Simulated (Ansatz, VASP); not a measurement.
# As (arsenene, 1 layers) in two plane-wave programs, part 2 of 2

Aim: how closely do two programs agree when they are given the same cell, functional and k mesh? The cell is taken from a series of runs on this material, whose earlier steps may have relaxed, scaled, displaced or heated it; both programs get it as it stands.

VASP 6.6.1 and Ansatz 0.2.0.

So far: The structure; Ansatz: single point, PBE; VASP: single point, PBE; Side by side.

### Step 5. VASP: single point, PBE, spin-orbit coupling

Level of this step: PBE, spin-orbit coupling; plane waves and PAW (As) (VASP).

With cell and atoms fixed, the geometry can't cause a difference; cores, projectors, grids and the points listed under the comparison can.

INCAR

```
SYSTEM = As
PREC = Accurate
ENCUT = 400
EDIFF = 1E-06
NELM = 200
ISMEAR = -1
SIGMA = 0.05
LREAL = .FALSE.
ALGO = Normal
GGA = PE
LNONCOLLINEAR = .TRUE.
MAGMOM = 0 0 0 0 0 0
NBANDS = 22
GGA_COMPAT = .FALSE.
LASPH = .TRUE.
LSORBIT = .TRUE.
LORBIT = 11
LWAVE = .FALSE.
LCHARG = .FALSE.
ISIF = 2
LDIPOL = .TRUE.
IDIPOL = 3
DIPOL = 0.5 0.5 0.5
LVHAR = .TRUE.
EFERMI = MIDGAP
NELMDL = -8
KPAR = 2
```

POSCAR

```
As
1.0
    3.6100000000      0.0000000000      0.0000000000
   -1.8050000000      3.1263517077      0.0000000000
    0.0000000000      0.0000000000     19.4000000000
As
2
Direct
    0.6666666666      0.3333333332      0.4642427906
    0.3333333332      0.6666666666      0.5357572094
```

KPOINTS

```
Automatic mesh
0
Gamma
12 12 1
0 0 0
```

The projector-augmented-wave data sets are As (PBE family, release 64).

Started as:

```console
mpirun -np 2 vasp_ncl
```

Numbers of over 12 decimals in the logs are rounded to 6 here.

Log:

```text
[... set-up lines as in an earlier step ...]
 entering main loop
       N       E                     dE             d eps       ncg     rms          rms(c)
DAV:   1     0.575331228896E+02    0.57533E+02   -0.24734E+03   836   0.495E+02
DAV:   2    -0.192089929483E+01   -0.59454E+02   -0.55604E+02  1256   0.106E+02
DAV:   3    -0.924218148439E+01   -0.73213E+01   -0.72757E+01  1160   0.428E+01
DAV:   4    -0.941554958275E+01   -0.17337E+00   -0.17324E+00  1122   0.797E+00
[...]
DAV:  22    -0.935734726635E+01   -0.32988E-05   -0.99053E-08   858   0.754E-04    0.147E-04
DAV:  23    -0.935734833222E+01   -0.10659E-05   -0.19772E-08   820   0.386E-04    0.124E-04
DAV:  24    -0.935734881507E+01   -0.48285E-06   -0.82722E-09   756   0.230E-04
   1 F= -.93573488E+01 E0= -.93573488E+01  d E =-.133573E-07  mag=    -0.0000     0.0000     0.0000
```

OUTCAR, selected parts (step 5):

```text
  Total        0.0362342      0.0362342      0.1568891      0.0000000     -0.0000000      0.0000000
  in kB        0.2651442      0.2651442      1.1480389      0.0000000     -0.0000000      0.0000000
  external PRESSURE =       0.5594425 kB  Pullay stress =       0.0000000 kB

 POSITION                                       TOTAL-FORCE (eV/Angst)
 -----------------------------------------------------------------------------------
      1.80500      1.04212      9.00631         0.000000      0.000000     -0.118033
     -0.00000      2.08423     10.39369         0.000000      0.000000      0.118033
 -----------------------------------------------------------------------------------
    total drift:                                0.000000      0.000000      0.000000

  FREE ENERGIE OF THE ION-ELECTRON SYSTEM (eV)
  ---------------------------------------------------
  free  energy   TOTEN  =        -9.3573488151 eV

  energy  without entropy=       -9.3573488017  energy(sigma->0) =       -9.35734881

 magnetization (x)
# of ion       s       p       d       tot
------------------------------------------
    1        0.000   0.000   0.000   0.000
    2        0.000   0.000   0.000   0.000
--------------------------------------------------
tot          0.000   0.000   0.000   0.000

 magnetization (y)
# of ion       s       p       d       tot
------------------------------------------
    1        0.000  -0.000   0.000  -0.000
    2       -0.000   0.000   0.000   0.000
--------------------------------------------------
tot          0.000   0.000   0.000   0.000

 magnetization (z)
# of ion       s       p       d       tot
------------------------------------------
    1        0.000   0.000   0.000   0.000
    2        0.000   0.000   0.000   0.000
--------------------------------------------------
tot          0.000   0.000   0.000   0.000

[... 1 part as in an earlier step ...]

[... 2 further parts left out ...]
[key lines of the parts left out:]
E-fermi :  -2.6392
```

### Step 6. Ansatz: single point, PBE, spin-orbit coupling

The same cell, functional, mesh and smearing now go to Ansatz, which takes its cutoff from its data sets.

The cell is taken from a series of runs on this material, whose earlier steps may have relaxed, scaled, displaced or heated it; both programs get it as it stands.

input.yaml

```yaml
crystal:
  lattice:
    - [3.61, 0.0, 0.0]
    - [-1.805, 3.1263517077, 0.0]
    - [0.0, 0.0, 19.4]
  atoms:
    - { symbol: As, position: [0.6666666667, 0.3333333333, 0.4642427906] }
    - { symbol: As, position: [0.3333333333, 0.6666666667, 0.5357572094] }
hamiltonian:
  xc: pbe
  pseudopotentials: { kind: paw_fr }
magnetization:
  noncollinear: true
  spin_orbit: true
scf:
  occupations: { method: fermi_dirac, width: 0.05 }
  convergence: { dr2_threshold: 1.0e-08 }
efield:
  axis: 3
  dipole_correction: true
  ramp_position: 0.97
  ramp_width: 0.06
output:
  fatbands: true
  write_potential: true
  write_density: true
  volumetric_format: npy
kpoints:
  mp_grid: { grid: [12, 12, 1] }
  band_path: { path: [[0, 0, 0], [0.1493, 0, 0]], npoints: 30 }
```

Started as:

```console
ansatz run input.yaml --threads 2 --pin off --max-ram 3072MiB --backend cpu --events-out ev --progress --plain --runs-dir out
```

Log:

```text
[...]
non-collinear run that drives no moment, with spin-orbit: no starting moment large enough to seed its density (crystal.atoms[].spin), no starting occupations that ask for one, no magnetisation constraint and no magnetic field, so the semilocal B_xc is pinned to zero
Crystal: 2 atoms, lattice volume = 218.951 Å³
[...]
k-point 1: bands = [... 26 lower, -2.8839, -2.8839, -2.5865, -2.5865, 0.1397, 0.1397, 0.9641, 0.9641, ... 4 higher]
  k-point 2: bands = [... 26 lower, -3.1068, -3.1068, -2.7565, -2.7565, -0.1505, -0.1505, 1.6325, 1.6325, ... 4 higher]
  k-point 18: bands = [... 26 lower, -4.4070, -4.4070, -4.3351, -4.3351, -0.3577, -0.3577, 2.1511, 2.1511, ... 4 higher]
[key lines of the parts left out:]
SCF converged after 9 iterations
Magnetization: |M| = 0.0000 μB,  M = (+0.0000, +0.0000, +0.0000) μB
Free energy (F): -9712.523258 eV
Fermi energy:    -1.578521 eV
Dipole field:    D = -0.000004 V/Å  (p = -0.000004 e·Å, saw-weighted, corrected)
Work function:   Φ+ = 4.5518 eV   Φ− = 4.5518 eV
```

### Step 7. Side by side

What differs besides the data sets and the points named for the pairs above, as far as they apply: spin-orbit coupling enters by fully relativistic files in Ansatz and inside the spheres in VASP; the data sets hold 30 valence electrons in Ansatz (on its fully relativistic PAW (standard-fr) files) and 10 in VASP. Total energies have different zeros and are not compared.

Both answers:

```csv
quantity,Ansatz,VASP,difference
gap on the k mesh (eV),1.532,1.535,-0.003
```

A gap on the mesh is an upper bound, since the band edges may lie between its points. Where the cell holds vacuum, a pressure given here is an average over it and none of the material.

### Step 8. Results

```
difference in gap on the k mesh (single point, PBE)                      : -0.0021 eV
difference in gap on the k mesh (single point, PBE, spin-orbit coupling) : -0.0031 eV
```

**Reading.** The difference in gap on the k mesh is -0.0031 eV (single point, PBE, spin-orbit coupling), within the 0.08 eV picked in this series as the mark of a large difference. The data sets hold unlike numbers of valence electrons (30 in Ansatz and 10 in VASP), so part of the differences may come from the potentials. 1 further pair of this series is not shown here. How closely two codes agree says nothing of how well the functional describes the real material.

[Lines on the potential files, build, host, timing and source positions are cut from VASP's logs without a mark.]

[Logs are printed without paths, hosts, clocks, repeated set-up lines and the standing remarks that a program may print on its own settings, such as how far it seeks lower states.]

[Hosts, paths, dates, database ids (printed as entryN), source tags and the programs' standing remarks are cut or masked in the printed files.]
